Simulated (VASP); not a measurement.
OSZICAR of a VASP run on MgS (rock salt):

OSZICAR:
```
       N       E                     dE             d eps       ncg     rms          rms(c)
DAV:   1     0.269433796484E+02    0.26943E+02   -0.39295E+03   568   0.834E+02
DAV:   2    -0.522578026816E+01   -0.32169E+02   -0.31127E+02   784   0.109E+02
DAV:   3    -0.628430007317E+01   -0.10585E+01   -0.10585E+01   656   0.271E+01
DAV:   4    -0.628975110711E+01   -0.54510E-02   -0.54510E-02   952   0.217E+00
DAV:   5    -0.628975381523E+01   -0.27081E-05   -0.27081E-05   712   0.478E-02    0.435E+00
DAV:   6    -0.594852903579E+01    0.34122E+00   -0.92656E-01   584   0.473E+00    0.341E+00
DAV:   7    -0.591863097813E+01    0.29898E-01   -0.21580E-01   720   0.248E+00    0.227E+00
DAV:   8    -0.592046163317E+01   -0.18307E-02   -0.13075E-02   616   0.107E+00    0.904E-01
DAV:   9    -0.592036971460E+01    0.91919E-04   -0.50016E-04   736   0.191E-01    0.295E-01
DAV:  10    -0.592040010791E+01   -0.30393E-04   -0.14644E-04   768   0.773E-02    0.162E-02
DAV:  11    -0.592039671485E+01    0.33931E-05   -0.21902E-05   704   0.243E-02    0.541E-03
DAV:  12    -0.592039684438E+01   -0.12953E-06   -0.50329E-07   696   0.599E-03    0.103E-03
DAV:  13    -0.592039689685E+01   -0.52466E-07   -0.35255E-08   400   0.131E-03
   1 F= -.59203969E+01 E0= -.59203969E+01  d E =-.146997E-15
```

Task: Which electronic solver shows in the log?

Result: It is blocked Davidson (ALGO = Normal, or the opening steps of other solvers). The INCAR had ALGO = Normal.

Task: Can the final energy be trusted as converged?

Result: Self-consistency was reached. It stopped with EDIFF = 1E-7, NELM = 100 (vdW-DF-cx, plane waves, VASP's PBE PAW potentials (set 64)).

The compound is MgS in the rock salt structure. This cell is one point of a volume scan, at 1.03 of the reference volume.
